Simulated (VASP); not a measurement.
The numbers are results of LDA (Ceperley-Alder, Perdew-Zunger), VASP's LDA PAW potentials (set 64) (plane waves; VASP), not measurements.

Input for VASP

INCAR:
```
SYSTEM = Tl atom
PREC = Normal
ENCUT = 520
EDIFF = 1E-6
NELM = 200
ALGO = All
LREAL = .FALSE.
LASPH = .TRUE.
ISMEAR = 0
SIGMA = 0.01
LMAXMIX = 4
ISPIN = 2
MAGMOM = 1
LORBIT = 10
LWAVE = .FALSE.
LCHARG = .FALSE.
ISYM = 0
NUPDOWN = 1
```

### KPOINTS
```
Automatic
0
Gamma
  1 1 1
0 0 0
```

POSCAR:
```
Tl atom
1
   12.0000000000     0.0000000000     0.0000000000
    0.0000000000    12.5000000000     0.0000000000
    0.0000000000     0.0000000000    13.0000000000
Tl
1
Direct
  0.0000000000   0.0000000000   0.0000000000
```

POTCAR, in this order: Tl_d (LDA.64 set). Program: vasp_gam. Read from the step before: WAVECAR.

Output of the run:

**OUTCAR**
```
 ion  position               nearest neighbor table
   1  0.000  0.000  0.000-
 Subroutine IBZKPT returns following result:
 Found      1 irreducible k-points:

 Following reciprocal coordinates:
            Coordinates               Weight
  0.000000  0.000000  0.000000      1.000000
   k-points           NKPTS =      1   k-points in BZ     NKDIM =      1   number of bands    NBANDS=     11
   number of dos      NEDOS =    301   number of ions     NIONS =      1
   total plane-waves  NPLWV = 392000
   dimension x,y,z NGX =    70 NGY =   70 NGZ =   80
   dimension x,y,z NGXF=   140 NGYF=  140 NGZF=  160
   ions per type =               1
   PREC   = normal    normal or accurate (medium, high low for compatibility)
   ISTART =      1    job   : 0-new  1-cont  2-samecut
   ICHARG =      0    charge: 1-file 2-atom 10-const
   ISPIN  =      2    spin polarized calculation?
   LNONCOLLINEAR =      F non collinear calculations
   LSORBIT =      F    spin-orbit coupling
   INIWAV =      1    electr: 0-lowe 1-rand  2-diag
   ENCUT  =  520.0 eV  38.22 Ry    6.18 a.u.  22.31 23.24 24.17*2*pi/ulx,y,z
   NELM   =    200;   NELMIN=  2; NELMDL=  0     # of ELM steps
   EDIFF  = 0.1E-05   stopping-criterion for ELM
   LREAL  =      F    real-space projection
   NLSPLINE    = F    spline interpolate recip. space projectors
   LMAXMIX     =    4 max onsite mixed and CHGCAR
   VOSKOWN=      0    Vosko Wilk Nusair interpolation
   EDIFFG = 0.1E-04   stopping-criterion for IOM
   NSW    =      0    number of steps for IOM
   NBLOCK =      1;   KBLOCK =      1    inner block; outer block
   IBRION =     -1    ionic relax: 0-MD 1-quasi-New 2-CG
   NFREE  =      0    steps in history (QN), initial steepest desc. (CG)
   ISIF   =      2    stress and relaxation
   ISYM   =      0    0-nonsym 1-usesym 2-fastsym
   TEIN   =    0.0    initial temperature
   TEBEG  =    0.0;   TEEND  =   0.0 temperature during run
   SMASS  =  -3.00    Nose mass-parameter (am)
   PSTRESS=    0.0 pullay stress
   NELECT =      13.0000    total number of electrons
...
```

File OSZICAR:
```
       N       E                     dE             d eps       ncg     rms           ort
SDA:   1    -0.122711461110E+00   -0.12271E+00    0.00000E+00    11   0.111E-04   0.000E+00
SDA:   2    -0.122719718076E+00   -0.82570E-05   -0.82571E-05    11   0.153E-04  -0.280E-05
SDA:   3    -0.122728914840E+00   -0.91968E-05   -0.93867E-05    11   0.190E-04  -0.877E-05
SDA:   4    -0.122739330097E+00   -0.10415E-04   -0.10440E-04    11   0.303E-04  -0.739E-05
SDA:   5    -0.122753501925E+00   -0.14172E-04   -0.14437E-04    11   0.357E-04  -0.155E-04
SDA:   6    -0.122772644075E+00   -0.19142E-04   -0.19222E-04    11   0.470E-04  -0.117E-04
SDA:   7    -0.122800331997E+00   -0.27688E-04   -0.28147E-04    11   0.724E-04  -0.222E-04
SDA:   8    -0.122842321662E+00   -0.41990E-04   -0.42346E-04    11   0.972E-04  -0.255E-04
SDA:   9    -0.122910069599E+00   -0.67748E-04   -0.68204E-04    11   0.168E-03  -0.481E-04
SDA:  10    -0.123025148567E+00   -0.11508E-03   -0.11603E-03    11   0.246E-03  -0.597E-04
SDA:  11    -0.123236060352E+00   -0.21091E-03   -0.21342E-03    11   0.429E-03  -0.114E-03
SDA:  12    -0.123610362365E+00   -0.37430E-03   -0.38160E-03    11   0.923E-03  -0.305E-03
CGA:  13    -0.124190827953E+00   -0.58047E-03   -0.58546E-03    11   0.516E-03  -0.101E-04
SDA:  14    -0.125312512826E+00   -0.11217E-02   -0.11462E-02    11   0.299E-03   0.169E-03
CGA:  15    -0.125440996888E+00   -0.12848E-03   -0.67556E-04    11   0.826E-04   0.267E-04
SDA:  16    -0.125501722005E+00   -0.60725E-04   -0.61445E-04    11   0.332E-04   0.273E-04
CGA:  17    -0.125511750215E+00   -0.10028E-04   -0.93092E-05    11   0.110E-04   0.538E-05
SDA:  18    -0.125519376773E+00   -0.76266E-05   -0.76927E-05    11   0.665E-05   0.527E-05
SDA:  19    -0.125521543023E+00   -0.21663E-05   -0.11138E-05    11   0.167E-05   0.214E-05
SDA:  20    -0.125522497385E+00   -0.95436E-06   -0.97166E-06    11   0.163E-05   0.103E-05
   1 F= -.12552250E+00 E0= -.12270236E+00  d E =-.564028E-02  mag=     1.0000
```

### OUTCAR
```
------------------------ aborting loop because EDIFF is reached ----------------------------------------
  FORCE on cell =-STRESS in cart. coord.  units (eV):
  Direction    XX          YY          ZZ          XY          YZ          ZX
  --------------------------------------------------------------------------------------
  Total       -0.0042653     -0.0198276     -0.0097131     -0.0006886      0.0000267      0.0002143
  in kB       -0.0035045     -0.0162909     -0.0079805     -0.0005658      0.0000220      0.0001761
  external PRESSURE =      -0.0092587 kB  Pullay stress =       0.0000000 kB
  volume of cell :     1950.00
      direct lattice vectors                 reciprocal lattice vectors
    12.000000000  0.000000000  0.000000000     0.083333333  0.000000000  0.000000000
     0.000000000 12.500000000  0.000000000     0.000000000  0.080000000  0.000000000
     0.000000000  0.000000000 13.000000000     0.000000000  0.000000000  0.076923077
 POSITION                                       TOTAL-FORCE (eV/Angst)
 -----------------------------------------------------------------------------------
      0.00000      0.00000      0.00000         0.000000      0.000000      0.000001
 -----------------------------------------------------------------------------------
    total drift:                                0.000000      0.000000      0.000001
  FREE ENERGIE OF THE ION-ELECTRON SYSTEM (eV)
  ---------------------------------------------------
  free  energy   TOTEN  =        -0.1255224974 eV

  energy  without entropy=       -0.1198822166  energy(sigma->0) =       -0.12270236

 total charge

# of ion       s       p       d       tot
------------------------------------------
    1        1.252   0.240   9.639  11.131

 magnetization (x)

# of ion       s       p       d       tot
------------------------------------------
    1       -0.007   0.240  -0.005   0.229
```
(Selected blocks of OUTCAR.)

The atom may not be in its lowest state.

The cell is a free atom in a box.
